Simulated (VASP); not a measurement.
# FTl in VASP: reference runs

How does FTl come out in PBE? The cell is run as given.

All numbers are computed with VASP 6.6.1; they aren't measurements. Logs are shortened: lines on timing, memory, paths and dates and some standing lists are left out, and cuts for length are marked.

### 1 Starting point

The cell holds a molecule in a box, 2 atoms: a = 9.000 Å, b = 9.000 Å, c = 12.000 Å, α = 90.00°, β = 90.00°, γ = 90.00°.

### 2 Single point, PBE

Input file INCAR:

```
SYSTEM = TlF
  PREC = Accurate
  ENCUT = 520
  EDIFF = 1E-7
  ISMEAR = 0
  SIGMA = 0.01
  LREAL = .FALSE.
  LASPH = .TRUE.
  NELM = 80
  ALGO = Normal
  ISIF = 2
  LWAVE = .FALSE.
  LCHARG = .FALSE.
  GGA = PE
  NBANDS = 17
```

Input file KPOINTS:

```
regular mesh
0
G
  1 1 1
  0 0 0
```

Input file POSCAR:

```
TlF
1.0
    9.0000000000      0.0000000000      0.0000000000
    0.0000000000      9.0000000000      0.0000000000
    0.0000000000      0.0000000000     12.0000000000
F Tl
1 1
Direct
    0.5014444400      0.5023333300      0.4159817500
    0.5014444400      0.5023333300      0.5896849200
```

Potentials or basis: VASP PAW PBE potentials, release 64 (F, Tl_d).

Run with:

```sh
> cat potpaw_PBE.64/F/POTCAR potpaw_PBE.64/Tl_d/POTCAR > POTCAR
> mpirun -np 1 vasp_gam > vasp.out
```

OUTCAR:

```text
SYSTEM = TlF
   PREC = Accurate
   ENCUT = 520
   EDIFF = 1E-7
   ISMEAR = 0
   LREAL = .FALSE.
   LASPH = .TRUE.
   NELM = 80
   ISIF = 2
   GGA = PE

 ion  position               nearest neighbor table
   1  0.501  0.502  0.416-   2 2.08
   2  0.501  0.502  0.590-   1 2.08

  LATTYP: Found a simple tetragonal cell.
 ALAT       =     9.0000000000
 C/A-ratio  =     1.3333333333

  Lattice vectors:

 A1 = (   9.0000000000,   0.0000000000,   0.0000000000)
 A2 = (   0.0000000000,   9.0000000000,   0.0000000000)
 A3 = (   0.0000000000,   0.0000000000,  12.0000000000)

Analysis of symmetry for initial positions (statically):
=====================================================================
 Subroutine PRICEL returns:
 Original cell was already a primitive cell.

 Routine SETGRP: Setting up the symmetry group for a
 simple tetragonal supercell.

 Subroutine GETGRP returns: Found  8 space group operations
 (whereof  1 operations were pure point group operations)
 out of a pool of 16 trial point group operations.

The static configuration has the point symmetry C_1 .
 The point group associated with its full space group is C_4v.

Analysis of symmetry for dynamics (positions and initial velocities):
=====================================================================
 Subroutine PRICEL returns:
 Original cell was already a primitive cell.

 Routine SETGRP: Setting up the symmetry group for a
 simple tetragonal supercell.

 Subroutine GETGRP returns: Found  8 space group operations
 (whereof  1 operations were pure point group operations)
 out of a pool of 16 trial point group operations.

The dynamic configuration has the point symmetry C_1 .
 The point group associated with its full space group is C_4v.

 Subroutine INISYM returns: Found  8 space group operations
 (whereof  1 operations are pure point group operations),
 and found     1 'primitive' translations

----------------------------------------------------------------------------------------

                                     Primitive cell

  volume of cell :     972.0000

  direct lattice vectors                    reciprocal lattice vectors
     9.000000000  0.000000000  0.000000000     0.111111111  0.000000000  0.000000000
     0.000000000  9.000000000  0.000000000     0.000000000  0.111111111  0.000000000
     0.000000000  0.000000000 12.000000000     0.000000000  0.000000000  0.083333333

  length of vectors
     9.000000000  9.000000000 12.000000000     0.111111111  0.111111111  0.083333333

  position of ions in fractional coordinates (direct lattice)
     0.501444440  0.502333330  0.415981750
     0.501444440  0.502333330  0.589684920

  ion indices of the primitive-cell ions
   primitive index   ion index
                 1           1
                 2           2

----------------------------------------------------------------------------------------

 KPOINTS: regular mesh

Automatic generation of k-mesh.
 Grid dimensions read from file:
 generate k-points for:    1    1    1

 Generating k-lattice:

  Cartesian coordinates                     Fractional coordinates (reciprocal lattice)
     0.111111111  0.000000000  0.000000000     1.000000000  0.000000000  0.000000000
     0.000000000  0.111111111  0.000000000     0.000000000  1.000000000  0.000000000
     0.000000000  0.000000000  0.083333333     0.000000000  0.000000000  1.000000000

  Length of vectors
     0.111111111  0.111111111  0.083333333

  Shift w.r.t. Gamma in fractional coordinates (k-lattice)
     0.000000000  0.000000000  0.000000000

 Subroutine IBZKPT returns following result:
 ===========================================

 Found      1 irreducible k-points:

 Following reciprocal coordinates:
            Coordinates               Weight
  0.000000  0.000000  0.000000      1.000000
   k-points           NKPTS =      1   k-points in BZ     NKDIM =      1   number of bands    NBANDS=     17
   number of dos      NEDOS =    301   number of ions     NIONS =      2
   total plane-waves  NPLWV = 441000
   dimension x,y,z NGX =    70 NGY =   70 NGZ =   90
   dimension x,y,z NGXF=   140 NGYF=  140 NGZF=  180
   ions per type =               1   1
   NGX,Y,Z   is equivalent  to a cutoff of  12.93, 12.93, 12.47 a.u.
   NGXF,Y,Z  is equivalent  to a cutoff of  25.86, 25.86, 24.94 a.u.
 SYSTEM =  TlF
   PREC   = accura    normal or accurate (medium, high low for compatibility)
   ISTART =      0    job   : 0-new  1-cont  2-samecut
   ICHARG =      2    charge: 1-file 2-atom 10-const
   ISPIN  =      1    spin polarized calculation?
   LNONCOLLINEAR =      F non collinear calculations
   LSORBIT =      F    spin-orbit coupling
   LASPH  =      T    aspherical Exc in radial PAW
   ENCUT  =  520.0 eV  38.22 Ry    6.18 a.u.  16.73 16.73 22.31*2*pi/ulx,y,z
   NELM   =     80;   NELMIN=  2; NELMDL= -5     # of ELM steps
   EDIFF  = 0.1E-06   stopping-criterion for ELM
   LREAL  =      F    real-space projection
   EDIFFG = 0.1E-05   stopping-criterion for IOM
   NSW    =      0    number of steps for IOM
   IBRION =     -1    ionic relax: 0-MD 1-quasi-New 2-CG
   NFREE  =      0    steps in history (QN), initial steepest desc. (CG)
   ISIF   =      2    stress and relaxation
   ISYM   =      2    0-nonsym 1-usesym 2-fastsym
   POTIM  = 0.5000    time-step for ionic-motion
   TEBEG  =    0.0;   TEEND  =   0.0 temperature during run
   PSTRESS=    0.0 pullay stress
   NELECT =      20.0000    total number of electrons
   NUPDOWN=      -1.0000    fix difference up-down
   EMIN   =  10.00;   EMAX   =-10.00  energy-range for DOS
   EFERMI =   0.00;   METHOD = LEGACY
   ISMEAR =     0;   SIGMA  =   0.01  broadening in eV -4-tet -1-fermi 0-gaus
   EFERMI_NEDOS =   21; number of points for ismear=-14 and -15
   IALGO  =     38    algorithm
   IMIX   =      4    mixing-type and parameters
     AMIX     =   0.40;   BMIX     =  1.00
     AMIX_MAG =   1.60;   BMIX_MAG =  1.00
  volume/ion in A,a.u.               =     486.00      3279.69
  Fermi-wavevector in a.u.,A,eV,Ry     =   0.448604  0.847738  2.738107  0.201245
  Thomas-Fermi vector in A             =   1.428188
   LORBIT       =      0    0 simple, 1 ext, 2 COOP (PROOUT), +10 PAW based schemes
   GGA     = PE    functional components
   LHFCALC =     F    Hartree Fock is set to
   AEXX    =    0.0000 exact exchange contribution
   IVDW    =     0    specifies the selected vdW correction
   LEPSILON=     F    determine dielectric tensor
   LRPA    =     F    only Hartree local field effects (RPA)
 non-spin polarized calculation
 Gauss-broadening in eV      SIGMA  =   0.01
  energy-cutoff  :      520.00
  volume of cell :      972.00
 maximum number of plane-waves:     13093
 NGX is ok and might be reduce to    70
   NGX = 33   NGY = 33   NGZ = 45

 number of electron      19.9999997 magnetization

 Free energy of the ion-electron system (eV)
  ---------------------------------------------------
  ext. energy  EPLUGINS =         0.00000000
  ---------------------------------------------------
  free energy    TOTEN  =        -6.40131680 eV

  energy without entropy =       -6.40131680  energy(sigma->0) =       -6.40131680

 E-fermi :  -6.2686     XC(G=0):  -1.0524

 val. band max:       -6.3164753902   @ k =   0.0000   0.0000   0.0000
 cond. band min:      -1.8183354089   @ k =   0.0000   0.0000   0.0000
 fundamental gap:      4.4981399813
 Fermi energy:        -6.2686363982

 k-point     1 :       0.0000    0.0000    0.0000
  band No.  band energies     occupation
      1     -25.7078      2.00000
      2     -15.4418      2.00000
      3     -15.4418      2.00000
      4     -15.2129      2.00000
      5     -15.2129      2.00000
      6     -15.1306      2.00000
[... 9 lines left out ...]
     16       1.1867      0.00000
     17       1.6392      0.00000

------------------------ aborting loop because EDIFF is reached ----------------------------------------

  FORCE on cell =-STRESS in cart. coord.  units (eV):
  Direction    XX          YY          ZZ          XY          YZ          ZX
  --------------------------------------------------------------------------------------
  -------------------------------------------------------------------------------------
  Total       -0.0270033     -0.0270033      1.3142944      0.0000000     -0.0000000      0.0000000
  in kB       -0.0445104     -0.0445104      2.1663916      0.0000000     -0.0000000      0.0000000
  external PRESSURE =       0.6924570 kB  Pullay stress =       0.0000000 kB

 VOLUME and BASIS-vectors are now :
 -----------------------------------------------------------------------------
  energy-cutoff  :      520.00
  volume of cell :      972.00
      direct lattice vectors                 reciprocal lattice vectors
     9.000000000  0.000000000  0.000000000     0.111111111  0.000000000  0.000000000
     0.000000000  9.000000000  0.000000000     0.000000000  0.111111111  0.000000000
     0.000000000  0.000000000 12.000000000     0.000000000  0.000000000  0.083333333

 POSITION                                       TOTAL-FORCE (eV/Angst)
 -----------------------------------------------------------------------------------
      4.51300      4.52100      4.99178         0.000000     -0.000000     -0.690292
      4.51300      4.52100      7.07622         0.000000      0.000000      0.690292
 -----------------------------------------------------------------------------------
    total drift:                                0.000125      0.000119     -0.001333

  FREE ENERGIE OF THE ION-ELECTRON SYSTEM (eV)
  ---------------------------------------------------
  free  energy   TOTEN  =        -6.4013168023 eV

  energy  without entropy=       -6.4013168023  energy(sigma->0) =       -6.40131680
```

It took 63 s on 1 thread of Intel Xeon 6975P-C (Granite Rapids), shared host; peak memory 0.8 GiB.

Results:

| Property | Result |
| --- | --- |
| Free energy | -6.4013 eV |
| Largest force | 0.690 eV/Å |
| Gap between the frontier levels | 4.50 eV |

Forces on the atoms (eV/Å):
```
F    0.000  0.000 -0.690
Tl   0.000  0.000  0.690
```

Levels at points of the mesh, in eV from the valence-band top:
```csv
k point,band 6,band 7,band 8,band 9,band 10,band 11,band 12,band 13,band 14,band 15
"(0.00, 0.00, 0.00)",-8.81,-3.51,-0.53,-0.53,0.00,4.50,4.50,5.97,6.17,7.32
```

Caveat: spin-orbit coupling is left out, which as a rule narrows the gap of such compounds by several tenths of an eV. Expect the measured gap to be larger: semilocal functionals such as PBE lack the derivative discontinuity.
